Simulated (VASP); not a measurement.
# RuCl2 (P-3m1) in VASP: notebook, part 2 of 2

VASP 6.6.1. Earlier steps stand in the parts before.

## (3) Single point, PBE, collinear spin, random start

INCAR reads:

```
SYSTEM = RuCl2
ALGO = Normal
EDIFF = 1E-6
ENCUT = 520
GGA = PE
ISIF = 2
ISMEAR = 0
ISPIN = 2
LASPH = .True.
LCHARG = .False.
LMAXMIX = 4
LORBIT = 11
LREAL = .False.
LWAVE = .False.
MAGMOM = -0.43 0 0
NBANDS = 25
NELM = 100
PREC = Accurate
SIGMA = 0.05
```

KPOINTS reads:

```
k-points
0
Gamma
  6 6 4
  0 0 0
```

POSCAR reads:

```
RuCl2
1.0
    3.5496909800      0.0000000000      0.0000000000
   -1.7748454900      3.0741225600      0.0000000000
    0.0000000000      0.0000000000      5.7263882700
Ru Cl
1 2
Direct
    0.0000000000      0.0000000000      0.0000000000
    0.3333333333      0.6666666667      0.2520000000
    0.6666666667      0.3333333333      0.7480000000
```

Potentials or basis: VASP PAW PBE potentials, release 64 (Ru_pv, Cl).

Run with:

```sh
cat potpaw_PBE.64/Ru_pv/POTCAR potpaw_PBE.64/Cl/POTCAR > POTCAR
mpirun -np 1 vasp_std > vasp.out
```

OUTCAR:

```text
SYSTEM = RuCl2
   EDIFF = 1E-6
   ENCUT = 520
   GGA = PE
   ISIF = 2
   ISMEAR = 0
   ISPIN = 2
   LASPH = .True.
   LORBIT = 11
   LREAL = .False.
   NELM = 100
   PREC = Accurate

 ion  position               nearest neighbor table
   1  0.000  0.000  0.000-   2 2.51   3 2.51   3 2.51   2 2.51   3 2.51   2 2.51
   2  0.333  0.667  0.252-   1 2.51   1 2.51   1 2.51
   3  0.667  0.333  0.748-   1 2.51   1 2.51   1 2.51

  LATTYP: Found a hexagonal cell.
 ALAT       =     3.5496909800
 C/A-ratio  =     1.6132075446

  Lattice vectors:

 A1 = (   3.5496909800,   0.0000000000,   0.0000000000)
 A2 = (  -1.7748454900,   3.0741225600,   0.0000000000)
 A3 = (   0.0000000000,   0.0000000000,   5.7263882700)

Analysis of symmetry for initial positions (statically):
=====================================================================
 Subroutine PRICEL returns:
 Original cell was already a primitive cell.

 Routine SETGRP: Setting up the symmetry group for a
 hexagonal supercell.

 Subroutine GETGRP returns: Found 12 space group operations
 (whereof 12 operations were pure point group operations)
 out of a pool of 24 trial point group operations.

The static configuration has the point symmetry D_3d.

Analysis of symmetry for dynamics (positions and initial velocities):
=====================================================================
 Subroutine PRICEL returns:
 Original cell was already a primitive cell.

 Routine SETGRP: Setting up the symmetry group for a
 hexagonal supercell.

 Subroutine GETGRP returns: Found 12 space group operations
 (whereof 12 operations were pure point group operations)
 out of a pool of 24 trial point group operations.

The dynamic configuration has the point symmetry D_3d.

Analysis of structural, dynamic, and magnetic symmetry:
=====================================================================
 Subroutine PRICEL returns:
 Original cell was already a primitive cell.

 Routine SETGRP: Setting up the symmetry group for a
 hexagonal supercell.

 Subroutine GETGRP returns: Found 12 space group operations
 (whereof 12 operations were pure point group operations)
 out of a pool of 24 trial point group operations.

The overall configuration has the point symmetry D_3d.

 Subroutine INISYM returns: Found 12 space group operations
 (whereof 12 operations are pure point group operations),
 and found     1 'primitive' translations

----------------------------------------------------------------------------------------

                                     Primitive cell

  volume of cell :      62.4874

  direct lattice vectors                    reciprocal lattice vectors
     3.549690980  0.000000000  0.000000000     0.281714664  0.162648037  0.000000000
    -1.774845490  3.074122560  0.000000000     0.000000000  0.325296074  0.000000000
     0.000000000  0.000000000  5.726388270     0.000000000  0.000000000  0.174630143

  length of vectors
     3.549690980  3.549690976  5.726388270     0.325296074  0.325296074  0.174630143

  position of ions in fractional coordinates (direct lattice)
     0.000000000  0.000000000  0.000000000
     0.333333333  0.666666667  0.252000000
     0.666666667  0.333333333  0.748000000

[... 72 lines left out ...]
   LSORBIT =      F    spin-orbit coupling
   LASPH  =      T    aspherical Exc in radial PAW
   ENCUT  =  520.0 eV  38.22 Ry    6.18 a.u.   6.60  6.60 10.65*2*pi/ulx,y,z
   NELM   =    100;   NELMIN=  2; NELMDL= -5     # of ELM steps
   EDIFF  = 0.1E-05   stopping-criterion for ELM
   LREAL  =      F    real-space projection
   EDIFFG = 0.1E-04   stopping-criterion for IOM
   NSW    =      0    number of steps for IOM
   IBRION =     -1    ionic relax: 0-MD 1-quasi-New 2-CG
   NFREE  =      0    steps in history (QN), initial steepest desc. (CG)
   ISIF   =      2    stress and relaxation
   ISYM   =      2    0-nonsym 1-usesym 2-fastsym
   POTIM  = 0.5000    time-step for ionic-motion
   TEBEG  =    0.0;   TEEND  =   0.0 temperature during run
   PSTRESS=    0.0 pullay stress
   NELECT =      28.0000    total number of electrons
   NUPDOWN=      -1.0000    fix difference up-down
   EMIN   =  10.00;   EMAX   =-10.00  energy-range for DOS
   EFERMI =   0.00;   METHOD = LEGACY
   ISMEAR =     0;   SIGMA  =   0.05  broadening in eV -4-tet -1-fermi 0-gaus
   EFERMI_NEDOS =   21; number of points for ismear=-14 and -15
   IALGO  =     38    algorithm
   IMIX   =      4    mixing-type and parameters
     AMIX     =   0.40;   BMIX     =  1.00
     AMIX_MAG =   1.60;   BMIX_MAG =  1.00
  volume/ion in A,a.u.               =      20.83       140.56
  Fermi-wavevector in a.u.,A,eV,Ry     =   1.252747  2.367348 21.352640  1.569375
  Thomas-Fermi vector in A             =   2.386633
   LORBIT       =     11    0 simple, 1 ext, 2 COOP (PROOUT), +10 PAW based schemes
   GGA     = PE    functional components
   LHFCALC =     F    Hartree Fock is set to
   AEXX    =    0.0000 exact exchange contribution
   IVDW    =     0    specifies the selected vdW correction
   LEPSILON=     F    determine dielectric tensor
   LRPA    =     F    only Hartree local field effects (RPA)
 spin polarized calculation
 Gauss-broadening in eV      SIGMA  =   0.05
  energy-cutoff  :      520.00
  volume of cell :       62.49
 maximum number of plane-waves:      1725
 NGX is ok and might be reduce to    28
   NGX = 13   NGY = 13   NGZ = 21

 number of electron      28.0000006 magnetization      -0.0000076

 number of electron      28.0000006 magnetization       0.0000022

 Free energy of the ion-electron system (eV)
  ---------------------------------------------------
  ext. energy  EPLUGINS =         0.00000000
  ---------------------------------------------------
  free energy    TOTEN  =       -13.36378485 eV

  energy without entropy =      -13.36378485  energy(sigma->0) =      -13.36378485

 E-fermi :   5.4462     XC(G=0):  -9.8559

 val. band max:        5.0958257550   @ k =   0.5000   0.0000   0.0000
 cond. band min:       5.7695835484   @ k =   0.1667  -0.0000   0.5000
 fundamental gap:      0.6737577935
 Fermi energy:         5.4461663530

 spin component 1

 k-point     1 :       0.0000    0.0000    0.0000
  band No.  band energies     occupation
      1     -37.1429      1.00000
      2     -37.0169      1.00000
      3     -37.0169      1.00000
      4     -12.0065      1.00000
      5     -11.1332      1.00000
      6      -1.6378      1.00000
[... 661 lines left out ...]
     24      16.6057      0.00000
     25      17.1752      0.00000
 Fermi energy:         5.4461663530

 spin component 2

 k-point     1 :       0.0000    0.0000    0.0000
  band No.  band energies     occupation
      1     -37.1429      1.00000
      2     -37.0169      1.00000
      3     -37.0169      1.00000
      4     -12.0065      1.00000
      5     -11.1332      1.00000
      6      -1.6378      1.00000
[... 661 lines left out ...]
     24      16.6057      0.00000
     25      17.1752      0.00000

------------------------ aborting loop because EDIFF is reached ----------------------------------------

  FORCE on cell =-STRESS in cart. coord.  units (eV):
  Direction    XX          YY          ZZ          XY          YZ          ZX
  --------------------------------------------------------------------------------------
  -------------------------------------------------------------------------------------
  Total       -1.6927620     -1.6927620     -3.6351583      0.0000000      0.0000000      0.0000000
  in kB      -43.4024221    -43.4024219    -93.2054678      0.0000000      0.0000000      0.0000000
  external PRESSURE =     -60.0034373 kB  Pullay stress =       0.0000000 kB

 VOLUME and BASIS-vectors are now :
 -----------------------------------------------------------------------------
  energy-cutoff  :      520.00
  volume of cell :       62.49
      direct lattice vectors                 reciprocal lattice vectors
     3.549690980  0.000000000  0.000000000     0.281714664  0.162648037  0.000000000
    -1.774845490  3.074122560  0.000000000     0.000000000  0.325296074  0.000000000
     0.000000000  0.000000000  5.726388270     0.000000000  0.000000000  0.174630143

 POSITION                                       TOTAL-FORCE (eV/Angst)
 -----------------------------------------------------------------------------------
      0.00000      0.00000      0.00000         0.000000      0.000000      0.000000
     -0.00000      2.04942      1.44305         0.000000      0.000000     -1.615682
      1.77485      1.02471      4.28334        -0.000000     -0.000000      1.615682
 -----------------------------------------------------------------------------------
    total drift:                                0.000000     -0.000000      0.000000

  FREE ENERGIE OF THE ION-ELECTRON SYSTEM (eV)
  ---------------------------------------------------
  free  energy   TOTEN  =       -13.3637848500 eV

  energy  without entropy=      -13.3637848500  energy(sigma->0) =      -13.36378485

 total charge

# of ion       s       p       d       tot
------------------------------------------
    1        0.208   6.133   6.030  12.371
    2        1.600   3.447   0.000   5.048
    3        1.600   3.447   0.000   5.048
--------------------------------------------------
tot          3.408  13.028   6.030  22.466

 magnetization (x)

# of ion       s       p       d       tot
------------------------------------------
    1       -0.000   0.000  -0.000   0.000
    2       -0.000  -0.000   0.000  -0.000
    3       -0.000  -0.000   0.000  -0.000
--------------------------------------------------
tot         -0.000  -0.000  -0.000  -0.000
```

OSZICAR:

```text
N       E                     dE             d eps       ncg     rms          rms(c)
DAV:   1     0.217055259146E+03    0.21706E+03   -0.14436E+04  2536   0.102E+03
DAV:   2    -0.358184074026E+01   -0.22064E+03   -0.21169E+03  2847   0.280E+02
DAV:   3    -0.134940888642E+02   -0.99122E+01   -0.98394E+01  3093   0.592E+01
DAV:   4    -0.136099942393E+02   -0.11591E+00   -0.11585E+00  2839   0.676E+00
DAV:   5    -0.136123071653E+02   -0.23129E-02   -0.23125E-02  3357   0.915E-01    0.125E+01
DAV:   6    -0.134078018725E+02    0.20451E+00   -0.10242E+00  2758   0.684E+00    0.678E+00
DAV:   7    -0.133804128373E+02    0.27389E-01   -0.27648E-01  2662   0.400E+00    0.360E+00
DAV:   8    -0.133628747441E+02    0.17538E-01   -0.68603E-02  2981   0.197E+00    0.400E-01
DAV:   9    -0.133635203077E+02   -0.64556E-03   -0.49861E-03  2973   0.418E-01    0.199E-01
DAV:  10    -0.133636739058E+02   -0.15360E-03   -0.71133E-04  2875   0.151E-01    0.752E-02
DAV:  11    -0.133637396054E+02   -0.65700E-04   -0.72463E-05  2850   0.457E-02    0.421E-02
DAV:  12    -0.133637671526E+02   -0.27547E-04   -0.77774E-06  2857   0.156E-02    0.209E-02
DAV:  13    -0.133637831811E+02   -0.16029E-04   -0.10145E-05  2749   0.177E-02    0.840E-03
DAV:  14    -0.133637847129E+02   -0.15317E-05   -0.13496E-06  2814   0.673E-03    0.166E-03
DAV:  15    -0.133637848500E+02   -0.13717E-06   -0.15974E-07  2037   0.229E-03
   1 F= -.13363785E+02 E0= -.13363785E+02  d E =-.793651E-21  mag=     0.0000
```

Run time: 35 s. Hardware: 1 thread of Intel Xeon 6975P-C (Granite Rapids), shared host; peak memory 0.24 GiB.

Results:

| Item | Value |
| --- | --- |
| Free energy | -13.3638 eV |
| Pressure | -6.0 GPa |
| Largest force | 1.616 eV/Å |
| Band gap on the k mesh | 0.67 eV, indirect (least direct gap 0.88 eV) |
| Net moment | 0.00 μB per cell |
| Valence electrons inside the program's atomic spheres | Ru 12.37; Cl 5.05 |

Forces in eV/Å, atoms in the order of the input:
```
Ru   0.000  0.000  0.000
Cl   0.000  0.000 -1.616
Cl   0.000  0.000  1.616
```

Levels at points of the mesh, in eV from the valence-band top:
Spin up:
```csv
k point,band 12,band 13,band 14,band 15,band 16,band 17
"(0.00, 0.00, 0.00)",-1.12,-1.12,-0.81,0.91,0.91,3.34
"(0.50, 0.00, 0.00)",-1.53,-0.19,0.00,1.28,1.46,5.66
"(0.00, 0.00, 0.50)",-1.13,-1.13,-0.66,1.10,1.10,4.92
"(0.50, 0.00, 0.50)",-1.57,-0.20,-0.02,1.03,1.61,5.01
```
Spin down:
| k point | band 10 | band 11 | band 12 | band 13 | band 14 | band 15 | band 16 | band 17 | band 18 | band 19 |
| --- | --- | --- | --- | --- | --- | --- | --- | --- | --- | --- |
| (0.00, 0.00, 0.00) | -3.27 | -3.14 | -1.12 | -1.12 | -0.81 | 0.91 | 0.91 | 3.34 | 4.99 | 9.05 |
| (0.50, 0.00, 0.00) | -4.79 | -4.25 | -1.53 | -0.19 | 0.00 | 1.28 | 1.46 | 5.66 | 5.69 | 7.82 |
| (0.00, 0.00, 0.50) | -3.40 | -3.40 | -1.13 | -1.13 | -0.66 | 1.10 | 1.10 | 4.92 | 5.18 | 8.71 |
| (0.50, 0.00, 0.50) | -3.99 | -3.91 | -1.57 | -0.20 | -0.02 | 1.03 | 1.61 | 5.01 | 5.16 | 7.36 |

Caveat: forces of over 1 eV/Å show positions far from the minimum, so gaps and moduli don't describe the material at rest. A k mesh can miss the band edges.

## (4) Single point, PBE, collinear spin, ferromagnetic start

INCAR reads:

```
SYSTEM = RuCl2
ALGO = Normal ; EDIFF = 1E-7
ENCUT = 520 ; GGA = PE
ISIF = 2 ; ISMEAR = 0
ISPIN = 2 ; LASPH = .True.
LCHARG = .False. ; LMAXMIX = 4
LORBIT = 11 ; LREAL = .False.
LWAVE = .False. ; MAGMOM = 1 0 0
NBANDS = 25 ; NELM = 100
NUPDOWN = 4 ; PREC = Accurate
SIGMA = 0.05
```

KPOINTS is that of step 3.

POSCAR is that of step 3.

Run with:

```sh
cat potpaw_PBE.64/Ru_pv/POTCAR potpaw_PBE.64/Cl/POTCAR > POTCAR
mpirun -np 1 vasp_std > vasp.out
```

Run time: 38 s. Hardware: 1 thread of Intel Xeon 6975P-C (Granite Rapids), shared host; peak memory 0.24 GiB.

Results (log left out):

```yaml
Free_energy: -12.2416 eV
Pressure: 8.7 GPa
Largest_force: 0.932 eV/Å
Net_moment: 4.00 μB per cell
Site_moments: Ru +3.12; Cl +0.28 μB
Valence_electrons_inside_the_program's_atomic_spheres: Ru 12.23; Cl 5.11
```

Forces on the atoms (eV/Å):
```
Ru   0.000  0.000  0.000
Cl   0.000  0.000  0.932
Cl   0.000  0.000 -0.932
```

Stress tensor (GPa, compression positive):
```
 7.96  0.00  0.00
 0.00  7.96  0.00
 0.00  0.00 10.22
```

Caveat: the moment is held away from its start; the total moment is fixed, so each spin has its own Fermi level.

## (5) The runs side by side

| spin | fixed moment (μB) | gap on the mesh (eV) | pressure (GPa) | moment (μB) | largest force (eV/Å) |
| --- | --- | --- | --- | --- | --- |
| collinear, zero start | - | 0.67 | -6.0 | 0.00 | 1.62 |
| collinear, random start | - | 0.67 | -6.0 | 0.00 | 1.62 |
| collinear, ferromagnetic start | 4 | - | 8.7 | 4.00 | 0.93 |

Alike in all rows: task single point; level PBE; potentials or basis VASP PAW PBE potentials, release 64 (Ru_pv, Cl); cell as given; k mesh 6 × 6 × 4; cutoff (eV) 520; smearing gaussian 0.05 eV.

Caveats: forces of over 1 eV/Å show positions far from the minimum, so gaps and moduli don't describe the material at rest (some runs); the moment is held away from its start (some runs); the total moment is fixed, so each spin has its own Fermi level (some runs).

Absolute energies hang on the potentials; compare differences alone.
